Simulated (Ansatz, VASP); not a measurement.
**HfN in two plane-wave programs**

Aim: how closely do two programs agree when they are given the same cell, functional and k mesh? The cell is taken from a series of runs on this material, whose earlier steps may have relaxed, scaled, displaced or heated it; both programs get it as it stands.

Method: plane waves, with VASP 6.6.1 beside it; zone-centre phonons at PBEsol, in Ansatz 0.2.0.

### 1. The structure

It takes space group Fm-3m (No. 225, cubic). Conventional cell: a = 4.502 Å, b = 4.502 Å, c = 4.502 Å, α = 90.00°, β = 90.00°, γ = 90.00°. Nearest to N lie 6 Hf at 2.25 Å. Nearest to Hf lie 6 N at 2.25 Å. Farther neighbours and most contacts between anions are not listed.

### 2. VASP: zone-centre phonons, PBEsol, pair 1

Second derivatives magnify differences that forces hide, and they need a tight electronic threshold.

Lines of VASP's logs that name or quote its potential files are left out, and so is its time.

INCAR

```
SYSTEM = HfN
PREC = Accurate
ENCUT = 600
EDIFF = 1E-08
NELM = 120
ISMEAR = 1
SIGMA = 0.2
LREAL = .FALSE.
ALGO = Normal
GGA = PS
NBANDS = 13
LASPH = .TRUE.
LORBIT = 11
LWAVE = .FALSE.
LCHARG = .FALSE.
ISIF = 2
IBRION = 8
GGA_COMPAT = .FALSE.
KPAR = 2
```

POSCAR

```
HfN
1.0
    0.0000000000      2.2508144934      2.2508144934
    2.2508144934      0.0000000000      2.2508144934
    2.2508144934      2.2508144934      0.0000000000
N Hf
1 1
Direct
    0.5000000000      0.5000000000      0.5000000000
    0.0000000000      0.0000000000      0.0000000000
```

KPOINTS

```
Automatic mesh
0
Gamma
16 16 16
0 0 0
```

The projector-augmented-wave data sets are N and Hf_pv (PBE family, release 64).

On the command line:

```
$ mpirun -np 2 vasp_std
```

Numbers of over 12 decimals in the logs are rounded to 6 here.

The program printed:

```text
[banner, memory and clock lines left out]
running    2 mpi-ranks, on    1 nodes
 distrk:  each k-point on    1 cores,    2 groups
 distr:  one band on    1 cores,    1 groups

 POSCAR found type information on POSCAR N Hf
 POSCAR found :  2 types and       2 ions
|                                                                             |
|               ----> ADVICE to this user running VASP <----                  |
|                                                                             |
|     You enforced a specific xc type in the INCAR file but a different       |
|     [... a line on the potential file left out ...]
|     I HOPE YOU KNOW WHAT YOU ARE DOING!                                     |
|                                                                             |

 LDA part: xc-table for (Slater+PW92), standard interpolation
 POSCAR, INCAR and KPOINTS ok, starting setup
 FFT: planning ... GRIDC
 FFT: planning ... GRID_SOFT
 FFT: planning ... GRID
 WAVECAR not read
 entering main loop
       N       E                     dE             d eps       ncg     rms          rms(c)
DAV:   1     0.427326499952E+02    0.42733E+02   -0.86867E+03  3770   0.122E+03
DAV:   2    -0.233404681553E+02   -0.66073E+02   -0.62371E+02  5021   0.269E+02
DAV:   3    -0.257097894835E+02   -0.23693E+01   -0.23505E+01  4543   0.426E+01
DAV:   4    -0.257220404238E+02   -0.12251E-01   -0.12249E-01  4230   0.338E+00
DAV:   5    -0.257221331983E+02   -0.92774E-04   -0.92772E-04  4495   0.257E-01    0.513E+01
DAV:   6    -0.230998928632E+02    0.26222E+01   -0.82726E+00  4472   0.233E+01    0.422E+01
DAV:   7    -0.230244552074E+02    0.75438E-01   -0.51227E-01  4155   0.642E+00    0.260E+01
DAV:   8    -0.230026076932E+02    0.21848E-01   -0.11087E-01  4515   0.300E+00    0.585E+00
DAV:   9    -0.229958967198E+02    0.67110E-02   -0.25726E-02  4383   0.128E+00    0.207E+00
DAV:  10    -0.229955460812E+02    0.35064E-03   -0.22513E-03  4541   0.438E-01    0.414E-01
DAV:  11    -0.229954966888E+02    0.49392E-04   -0.15405E-04  4362   0.127E-01    0.551E-02
DAV:  12    -0.229954960865E+02    0.60221E-06   -0.11557E-05  4825   0.299E-02    0.966E-03
DAV:  13    -0.229954957968E+02    0.28976E-06   -0.26988E-07  4508   0.532E-03    0.840E-03
DAV:  14    -0.229954957439E+02    0.52895E-07   -0.28998E-08  4608   0.157E-03    0.640E-03
DAV:  15    -0.229954957670E+02   -0.23078E-07   -0.13428E-08  2723   0.115E-03    0.496E-04
DAV:  16    -0.229954957688E+02   -0.18347E-08   -0.19329E-09  1925   0.521E-04
   1 F= -.22995496E+02 E0= -.22995531E+02  d E =0.105394E-03
 Linear response reoptimize wavefunctions to high precision
DAV:   1    -0.229954957676E+02    0.12201E-08   -0.11862E-10  2220   0.120E-04
DAV:   2    -0.229954957676E+02    0.19327E-10   -0.13805E-11  1905   0.415E-05
 Linear response DOF=           2
 Linear response progress:
  Degree of freedom:   1/  2
       N       E                     dE             d eps       ncg     rms          rms(c)
RMM:   1    -0.232126276328E+00   -0.23213E+00    0.16236E-01 19911   0.297E+00
RMM:   2    -0.229756338725E+00    0.23699E-02   -0.35496E-03 14305   0.456E-01    0.607E-01
RMM:   3    -0.230646058212E+00   -0.88972E-03   -0.50974E-04 12914   0.144E-01    0.338E-01
RMM:   4    -0.232068290398E+00   -0.14222E-02   -0.39496E-04 12878   0.128E-01    0.462E-02
RMM:   5    -0.232021076473E+00    0.47214E-04   -0.13711E-05 15270   0.289E-02    0.181E-02
RMM:   6    -0.231985418762E+00    0.35658E-04   -0.75267E-07 15145   0.556E-03    0.121E-02
RMM:   7    -0.231975894903E+00    0.95239E-05   -0.80401E-08 15267   0.185E-03    0.555E-03
RMM:   8    -0.231975739218E+00    0.15568E-06   -0.73291E-09 16286   0.447E-04    0.109E-03
RMM:   9    -0.231976851849E+00   -0.11126E-05    0.34435E-11 15937   0.132E-04    0.114E-04
RMM:  10    -0.231976755109E+00    0.96740E-07   -0.47931E-10 16546   0.242E-05    0.579E-05
RMM:  11    -0.231976700999E+00    0.54110E-07   -0.36167E-09 16141   0.657E-06    0.102E-05
RMM:  12    -0.231976705108E+00   -0.41097E-08   -0.57811E-09 13168   0.230E-06    0.506E-06
 first order change of Fermi-energy   0.31930E-03
 force on displaced ion       1 direction 1 : -12.107   0.000   0.000
 Linear response progress:
  Degree of freedom:   2/  2
       N       E                     dE             d eps       ncg     rms          rms(c)
RMM:   1    -0.209123262404E+00   -0.20912E+00    0.34759E+00 10525   0.115E+01
RMM:   2    -0.206072564157E+00    0.30507E-02   -0.26733E-02 13891   0.123E+00    0.602E-01
RMM:   3    -0.205495386463E+00    0.57718E-03   -0.66773E-04 16751   0.139E-01    0.325E-01
RMM:   4    -0.204959329154E+00    0.53606E-03   -0.74424E-05 18111   0.602E-02    0.140E-01
RMM:   5    -0.204674780064E+00    0.28455E-03   -0.13340E-05 18986   0.267E-02    0.143E-02
RMM:   6    -0.204688094932E+00   -0.13315E-04   -0.25886E-06 18015   0.104E-02    0.103E-02
RMM:   7    -0.204687058588E+00    0.10363E-05    0.56372E-06 19559   0.221E-03    0.772E-03
RMM:   8    -0.204685645418E+00    0.14132E-05    0.15232E-07 19690   0.702E-04    0.132E-03
RMM:   9    -0.204685205431E+00    0.43999E-06   -0.82644E-07 20227   0.266E-04    0.199E-04
RMM:  10    -0.204685227475E+00   -0.22044E-07   -0.88632E-07 20304   0.912E-05    0.191E-05
RMM:  11    -0.204685232962E+00   -0.54872E-08   -0.40400E-07 20182   0.391E-05    0.376E-06
RMM:  12    -0.204685226733E+00    0.62291E-08   -0.22500E-07 18249   0.194E-05    0.114E-05
RMM:  13    -0.204685225070E+00    0.16627E-08   -0.13043E-07 14672   0.101E-05    0.182E-05
RMM:  14    -0.204685224477E+00    0.59323E-09   -0.77963E-08 13578   0.610E-06    0.613E-07
 first order change of Fermi-energy   0.40527E-03
 force on displaced ion       2 direction 1 : -12.111   0.000   0.000
 Linear response finished
```

OUTCAR, selected parts (step 2):

```text
ion  position               nearest neighbor table
   1  0.500  0.500  0.500-   2 2.25   2 2.25   2 2.25   2 2.25   2 2.25   2 2.25
   2  0.000  0.000  0.000-   1 2.25   1 2.25   1 2.25   1 2.25   1 2.25   1 2.25

  LATTYP: Found a face centered cubic cell.
 ALAT       =     4.5016289868

 Subroutine GETGRP returns: Found 48 space group operations
 (whereof 48 operations were pure point group operations)

The static configuration has the point symmetry O_h .

 Found    145 irreducible k-points:

   k-points           NKPTS =    145   k-points in BZ     NKDIM =    145   number of bands    NBANDS=     13

   dimension x,y,z NGX =    28 NGY =   28 NGZ =   28
   dimension x,y,z NGXF=    56 NGYF=   56 NGZF=   56

   ENCUT  =  600.0 eV  44.10 Ry    6.64 a.u.   6.36  6.36  6.36*2*pi/ulx,y,z

   NELECT =      15.0000    total number of electrons

 k-points in reciprocal lattice and weights: Automatic mesh
   0.00000000  0.00000000  0.00000000       0.000
   0.06250000  0.00000000  0.00000000       0.002
   0.12500000  0.00000000  0.00000000       0.002
   0.18750000  0.00000000  0.00000000       0.002
   0.25000000  0.00000000  0.00000000       0.002
   0.31250000  0.00000000  0.00000000       0.002
   0.37500000  0.00000000  0.00000000       0.002
   0.43750000  0.00000000  0.00000000       0.002
   0.50000000  0.00000000  0.00000000       0.001
[...]
-0.31250000  0.50000000  0.18750000       0.003
  -0.25000000  0.50000000  0.25000000       0.001

 average (electrostatic) potential at core
       1 -61.5820       2 -34.3215

  Total       -0.3301954     -0.3301954     -0.3301954      0.0000000      0.0000000      0.0000000
  in kB      -23.1970387    -23.1970387    -23.1970387      0.0000000      0.0000000      0.0000000
  external PRESSURE =     -23.1970387 kB  Pullay stress =       0.0000000 kB

  energy-cutoff  :      600.00
  volume of cell :       22.81
      direct lattice vectors                 reciprocal lattice vectors
     0.000000000  2.250814493  2.250814493    -0.222141808  0.222141808  0.222141808
     2.250814493  0.000000000  2.250814493     0.222141808 -0.222141808  0.222141808
     2.250814493  2.250814493  0.000000000     0.222141808  0.222141808 -0.222141808

 POSITION                                       TOTAL-FORCE (eV/Angst)
 -----------------------------------------------------------------------------------
      2.25081      2.25081      2.25081         0.000000     -0.000000     -0.000000
      0.00000      0.00000      0.00000        -0.000000      0.000000      0.000000
 -----------------------------------------------------------------------------------
    total drift:                                0.000000      0.000000      0.000000

 Eigenvectors and eigenvalues of the dynamical matrix
 ----------------------------------------------------

   1 f  =   15.096874 THz    94.856455 2PiTHz  503.577501 cm-1    62.435625 meV
             X         Y         Z           dx          dy          dz
      2.250814  2.250814  2.250814     0.000000    0.962932    0.000000
      0.000000  0.000000  0.000000     0.000000   -0.269744    0.000000

   2 f  =   15.096874 THz    94.856455 2PiTHz  503.577501 cm-1    62.435625 meV
             X         Y         Z           dx          dy          dz
      2.250814  2.250814  2.250814     0.962932    0.000000    0.000000
      0.000000  0.000000  0.000000    -0.269744    0.000000    0.000000

   3 f  =   15.096874 THz    94.856455 2PiTHz  503.577501 cm-1    62.435625 meV
             X         Y         Z           dx          dy          dz
      2.250814  2.250814  2.250814     0.000000    0.000000    0.962932
      0.000000  0.000000  0.000000     0.000000    0.000000   -0.269744

   4 f/i=    0.000756 THz     0.004748 2PiTHz    0.025207 cm-1     0.003125 meV
             X         Y         Z           dx          dy          dz
      2.250814  2.250814  2.250814    -0.269744    0.000000    0.000000
      0.000000  0.000000  0.000000    -0.962932    0.000000    0.000000

   5 f/i=    0.000756 THz     0.004748 2PiTHz    0.025207 cm-1     0.003125 meV
             X         Y         Z           dx          dy          dz
      2.250814  2.250814  2.250814     0.000000   -0.269744    0.000000
      0.000000  0.000000  0.000000     0.000000   -0.962932    0.000000

   6 f/i=    0.000756 THz     0.004748 2PiTHz    0.025207 cm-1     0.003125 meV
             X         Y         Z           dx          dy          dz
      2.250814  2.250814  2.250814     0.000000    0.000000   -0.269744
      0.000000  0.000000  0.000000     0.000000    0.000000   -0.962932

 ELASTIC MODULI CONTR FROM IONIC RELAXATION (kBar)
 Direction    XX          YY          ZZ          XY          YZ          ZX
 --------------------------------------------------------------------------------
 XX           0.0000      0.0000      0.0000      0.0000      0.0000      0.0000
 YY           0.0000      0.0000      0.0000      0.0000      0.0000      0.0000
 ZZ           0.0000      0.0000      0.0000      0.0000      0.0000      0.0000
 XY           0.0000      0.0000      0.0000      0.0000      0.0000      0.0000
 YZ           0.0000      0.0000      0.0000      0.0000      0.0000      0.0000
 ZX           0.0000      0.0000      0.0000      0.0000      0.0000      0.0000
 --------------------------------------------------------------------------------
```

This run has no spin polarisation. Its electron count is odd, so without a moment it is a metal by construction. Energies printed during the response cycles are not total energies of the cell. Harder data sets than Hf_pv exist (the GW ones), and pressures, volumes and forces can shift noticeably with them. The PAW data sets were made with PBE, which is usual practice but a small mismatch for other functionals.

### 3. Ansatz: zone-centre phonons, PBEsol, pair 1

Ansatz runs on its PAW soft_1 files.

The same cell, functional, mesh and smearing now go to Ansatz, which takes its cutoff from its data sets.

input.yaml

```yaml
crystal:
  lattice:
    - [0.0, 2.2508144934, 2.2508144934]
    - [2.2508144934, 0.0, 2.2508144934]
    - [2.2508144934, 2.2508144934, 0.0]
  atoms:
    - { symbol: "N", position: [0.5, 0.5, 0.5] }
    - { symbol: Hf, position: [0.0, 0.0, 0.0] }
kpoints:
  mp_grid: { grid: [16, 16, 16] }
hamiltonian:
  xc: pbesol
  pseudopotentials: { kind: paw, azcp: { folder: soft_1 }, xc_functional: pbe }
scf:
  occupations: { method: methfessel_paxton, width: 0.2 }
output:
  eigenvalues: true
phonons:
  method: dfpt
```

On the command line:

```
$ ansatz run input.yaml --threads 4 --pin off --max-ram 10240MiB --backend cpu --events-out ev --progress --plain --runs-dir out
```

The program printed:

```text
Engine: ansatz 0.2.0, x86_64-unknown-linux-gnu
Pseudopotentials: kind: paw
Pseudopotential: N, paw, valence charge 5, recommended cutoff 420 eV (normal), soft_1/N.paw.azcp
Pseudopotential: Hf, paw, valence charge 26, recommended cutoff 420 eV (normal), soft_1/Hf.paw.azcp
Functional definition: PBEsol
  exchange = pbesol_x
  correlation = pbesol_c
Crystal: 2 atoms, lattice volume = 22.806 Å³
Basis set: ecut = 420 eV, 459 PW (Γ), exchange–correlation on 48×48×48 points (8 copies of the dense FFT grid, shifted against one another)
Bands: 20, of which v1, the nominal top of the filled ones, is band 16 counted from 1 (15 counted from 0)
Symmetry: 48 space group operations
k-points: 349 of 4096 (irreducible under 8 space group operations, time reversal used)
Non-local potential: N, projectors of the file, l = 0: 2, l = 1: 2, l = 2: 1
Non-local potential: Hf, projectors of the file, l = 0: 3, l = 1: 2, l = 2: 2, l = 3: 3
PAW form: soft (Blöchl's): semilocal exchange-correlation on the pseudo side does not see the compensation charge
PAW frozen core: N, regenerated for the run's functional, and the local potential with it (the file was generated under x = pbe(κ = 0.804, μ = 0.219515), c = pbe(β = 0.066725))
PAW frozen core: Hf, regenerated for the run's functional, and the local potential with it (the file was generated under x = pbe(κ = 0.804, μ = 0.219515), c = pbe(β = 0.066725))
PAW one-centre angular grid: N, 110 points (default); XC on 64 Gauss nodes
PAW one-centre angular grid: Hf, 590 points (default); XC on 64 Gauss nodes
Initial density: superposition of atomic densities (chi_scale 0.1, normalization cell, long waves kept (reshape's long-wave potential 0.00 eV rms))
Initial wavefunctions: pseudopotential atomic-orbital guess
Functional: x = pbesol(κ = 0.804, μ = 0.123457), c = pbesol(β = 0.046)
SCF iter   1: F=—  HF=-15981.050478 eV  |F-HF|=—  |Δ(HF+E_count)|=         —  Δρ=4.66e-2  dr2=2.54e-1  ethr=3.10e-3  ⟨swp⟩=4.7  Hψ=29709  notcnv=0
preconditioner: auto → Kerker (q_TF=auto, 2.872 Å⁻¹)  [metal: Δε(μ)=0.017 eV  Ē_g=19.089 eV  σ=0.200 eV  W_gap=0.07  n_scr=14 (ndim 8)  ℏωp=41.9 eV  f_vac=0.000  D(μ)=0.55/eV (n_scr^D=0)]
SCF iter   2: F=—  HF=-15981.031994 eV  |F-HF|=—  |Δ(HF+E_count)|=   1.85e-2  S|Δr|=    0.00e0  Δρ=2.85e-2  dr2=7.89e-2  ethr=8.18e-4  ⟨swp⟩=1.2  Hψ=9848  notcnv=0
SCF iter   3: F=—  HF=-15981.024444 eV  |F-HF|=—  |Δ(HF+E_count)|=   7.55e-3  S|Δr|=    0.00e0  Δρ=5.72e-3  dr2=7.41e-3  ethr=2.55e-4  ⟨swp⟩=1.0  Hψ=6903  notcnv=0
SCF iter   4: F=—  HF=-15981.023131 eV  |F-HF|=—  |Δ(HF+E_count)|=   1.31e-3  S|Δr|=    0.00e0  Δρ=1.48e-3  dr2=2.80e-4  ethr=2.39e-5  ⟨swp⟩=2.1  Hψ=8273  notcnv=0
SCF iter   5: F=—  HF=-15981.023292 eV  |F-HF|=—  |Δ(HF+E_count)|=   1.61e-4  S|Δr|=    0.00e0  Δρ=9.33e-4  dr2=1.22e-4  ethr=9.05e-7  ⟨swp⟩=2.3  Hψ=12676  notcnv=0
SCF iter   6: F=—  HF=-15981.023144 eV  |F-HF|=—  |Δ(HF+E_count)|=   1.48e-4  S|Δr|=    0.00e0  Δρ=2.49e-4  dr2=7.84e-6  ethr=3.93e-7  ⟨swp⟩=2.4  Hψ=12580  notcnv=0
SCF iter   7: F=—  HF=-15981.023148 eV  |F-HF|=—  |Δ(HF+E_count)|=   3.83e-6  S|Δr|=    0.00e0  Δρ=4.46e-5  dr2=3.44e-7  ethr=2.53e-8  ⟨swp⟩=2.2  Hψ=11366  notcnv=0
SCF iter   8: F=—  HF=-15981.023147 eV  |F-HF|=—  |Δ(HF+E_count)|=   1.24e-6  S|Δr|=    0.00e0  Δρ=1.01e-5  dr2=2.11e-8  ethr=1.11e-9  ⟨swp⟩=2.7  Hψ=12649  notcnv=0
SCF iter   9: F=—  HF=-15981.023147 eV  |F-HF|=—  |Δ(HF+E_count)|=   1.44e-8  S|Δr|=    0.00e0  Δρ=2.17e-6  dr2=7.57e-10  ethr=6.81e-11  ⟨swp⟩=3.2  Hψ=13846  notcnv=0
SCF iter  10: F=—  HF=-15981.023147 eV  |F-HF|=—  |Δ(HF+E_count)|=  7.93e-10  S|Δr|=    0.00e0  Δρ=4.93e-7  dr2=4.89e-11  ethr=2.44e-12  ⟨swp⟩=2.5  Hψ=13001  notcnv=0
SCF iter  11: F=-15981.023147 eV  HF=-15981.023147 eV  |F-HF|=3.64e-12  |Δ(HF+E_count)|=  5.09e-11  S|Δr|=    0.00e0  Δρ=1.14e-7  dr2=3.75e-12  ethr=1.00e-12  ⟨swp⟩=8.4  Hψ=40977  notcnv=0
SCF 1 converged in 11 iterations: F = -15981.023147 eV  dr2 = 3.75e-12
  greatest PAW one-centre occupation: 0.998 electrons in one spin orbital (limit 2), on the Hf atom at site 1 (counted from 0), in its partial waves of l = 0
DFPT response loops at Γ: preconditioner auto → Kerker (q_TF=auto, 2.872 Å⁻¹) (partly filled bands, converged f_vac=0.000); β = 1.00, the filter's whole step (`scf.mixing.beta` (0.50) is not read by the response loops under this deck's `scf.mixing.preconditioner`; to damp them name `kerker` or `kerker_dos`, under which they read `scf.mixing.beta`, and type it under 1.00, their step now; both keys bind the ground state too); Broyden in place of MSR1
SCF converged after 11 iterations
Stability not checked: this state was not tested for a lower state beside it, because cold or Methfessel-Paxton smearing, or corrected tetrahedra, fill the levels in a way that the test cannot read (fill_not_monotonic; see scf.lower_state_search)
Free energy (F): -15981.023147 eV
Harris-Foulkes:  -15981.023147 eV  (|F-HF|=3.64e-12)
Internal energy: -15981.023137 eV  (E = F + TS)
E sigma→0 (E₀):  -15981.023145 eV
Entropy (-TS):   -0.000010 eV (-0.005 meV/atom)
Fermi energy:    22.253510 eV
--- Per-component energies (eV) ---
  E_band       = 133.460054
  E_kinetic    = 539.600388
  E_local      = -5918.190541  (includes V_loc(G=0)·N_el)
  E_nonlocal   = 102.945024
  E_hartree    = 2912.882692
  E_xc         = -325.042271
  E_vxc        = -331.826046  (∫ρ·V_xc dr)
  E_paw        = -7700.951138  (= ΣΔE_a)
  E_vpaw       = -84.835165  (= ΣTr[D̂ρ^β])
  E_aug_tail   = 0.001125  (compensation charges beyond the density's cutoff)
  E_ewald      = -5593.547571
  E_core_change = 1.279155  (= ΣΔE_core)
  E_smearing   = -0.000010  (= −TS)
  E_closure    = -0.000000  (closes the sum)
  Σ components = -15981.023147   (vs F -15981.023147, Δ=0.00e0)
--- Band table (eV; the first three rows and the last of 349) ---
  k-point 0: bands = [... 12 lower, 19.3456, 19.3456, 19.3456, 21.8490, 21.8490, 21.8490, 24.1253, 24.1969]
  k-point 1: bands = [... 12 lower, 18.9244, 19.0928, 19.0928, 21.9782, 21.9902, 21.9902, 24.4178, 24.5138]
  k-point 2: bands = [... 12 lower, 17.9912, 18.5126, 18.5126, 22.1954, 22.3563, 22.3563, 25.1606, 25.3314]
  k-point 348: bands = [... 12 lower, 16.0784, 16.7556, 16.7556, 23.3966, 23.3966, 27.8742, 27.8955, 28.4717]
--- Phonons (Γ-DFPT): 2 representative perturbations + reference, on 349 of 4096 k-points (Σ response iterations 7) ---
  k mesh reduced under 8 symmetry operations, with k and −k counted as one. Each operation leaves every solved perturbation unchanged. A smaller set is not used because it would not reduce the number of displacements times k-points to solve
  ASR residual: 7.972e-5 → 0.000e0 eV/Å²; symmetrization residual: 1.438e-6 eV/Å²
  ASR residual per site (eV/Å²): 7.97e-5 1.13e-6
  Γ frequencies (cm⁻¹): 0.00 0.00 0.00 502.20 502.20 502.20
  non-analytic LO–TO correction: not included (Born effective charges unavailable; polar crystals: no LO–TO splitting at Γ)
```

In the SCF lines HF is the Harris–Foulkes energy and dr2 the Hartree energy of the density residual, in eV; the loop may stop once dr2 is under the threshold and the program's other checks hold. Hψ counts applications of the Hamiltonian.

### 4. Differences

Known differences besides the potentials themselves: the data sets hold 31 valence electrons in Ansatz (on its PAW soft_1 files) and 15 in VASP; the cutoff is 420 eV in Ansatz and 600 eV in VASP; Ansatz makes its cores anew for this functional, VASP keeps those of its PBE data sets. Total energies have different zeros and are not compared.

Compared:

```csv
quantity,Ansatz,VASP,difference
optical mode 1 to 3 (cm⁻¹),502.2,503.6,-0.27 %
```

Modes are paired by rising frequency, not by their patterns, so a pair may set unlike modes beside each other; they are those without the splitting of longitudinal modes.

(Continued in part 2 of 2.)

[Lines on the potential files, build, host, timing and source positions are cut from VASP's logs without a mark.]

[Logs are printed without paths, hosts, clocks, repeated set-up lines and the standing remarks that a program may print on its own settings, such as how far it seeks lower states.]

[Hosts, paths, dates, database ids (printed as entryN), source tags and the programs' standing remarks are cut or masked in the printed files.]
